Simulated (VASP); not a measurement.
The input files of a VASP run:

**POSCAR**
```
CaF2
1
    0.0000000000     2.7331424553     2.7331424553
    2.7331424553     0.0000000000     2.7331424553
    2.7331424553     2.7331424553     0.0000000000
Ca F
1 2
Direct
  0.0000000000   0.0000000000   0.0000000000
  0.2500000000   0.2500000000   0.2500000000
  0.7500000000   0.7500000000   0.7500000000
```

### INCAR
```
AGGAC  =  0.0
ALGO  =  Normal
EDIFF  =  1E-7
ENCUT  =  520
GGA  =  MK
ISIF  =  2
ISMEAR  =  -5
LASPH  =  .TRUE.
LCHARG  =  .TRUE.
LEFG  =  .TRUE.
LORBIT  =  11
LREAL  =  .FALSE.
LUSE_VDW  =  .TRUE.
LWAVE  =  .FALSE.
NEDOS  =  601
NELM  =  100
PARAM1  =  0.1234568
PARAM2  =  0.7114
PREC  =  Accurate
SYSTEM  =  CaF2
ZAB_VDW  =  -1.8867
```

**KPOINTS**
```
Regular mesh
0
Gamma
  8 8 8
```

POTCAR, in this order: Ca_sv F (PBE.64 set). Program: vasp_std.

Translate this rev-vdW-DF2 calculation to Quantum ESPRESSO's pw.x.

One equivalent input (not run):
```
&CONTROL
  calculation = 'scf'
  pseudo_dir = './pseudo'
  outdir = './out'
  tprnfor = .true.
  tstress = .true.
/
&SYSTEM
  ibrav = 0
  nat = 3
  ntyp = 2
  ecutwfc = 84
  occupations = 'tetrahedra'
  input_dft = 'vdw-df2-b86r'
/
&ELECTRONS
  conv_thr = 7.3e-09
  electron_maxstep = 100
/
ATOMIC_SPECIES
  Ca 40.078 Ca.upf
  F 18.998 F.upf
CELL_PARAMETERS angstrom
     0.0000000    2.7331425    2.7331425
     2.7331425    0.0000000    2.7331425
     2.7331425    2.7331425    0.0000000
ATOMIC_POSITIONS crystal
  Ca   0.0000000  0.0000000  0.0000000
  F    0.2500000  0.2500000  0.2500000
  F    0.7500000  0.7500000  0.7500000
K_POINTS automatic
  8 8 8 0 0 0
```
The two are equivalent in intent, not identical: the potentials are each code's own (VASP's PAW set, PseudoDojo norm-conserving files in pw.x), so ENCUT and ecutwfc are chosen apart and not converted; conv_thr bounds pw.x's estimated SCF error, while EDIFF bounds the energy change between steps; the field gradients of LEFG aren't asked of the other code.

The compound is CaF2 in the fluorite structure. It was relaxed first.
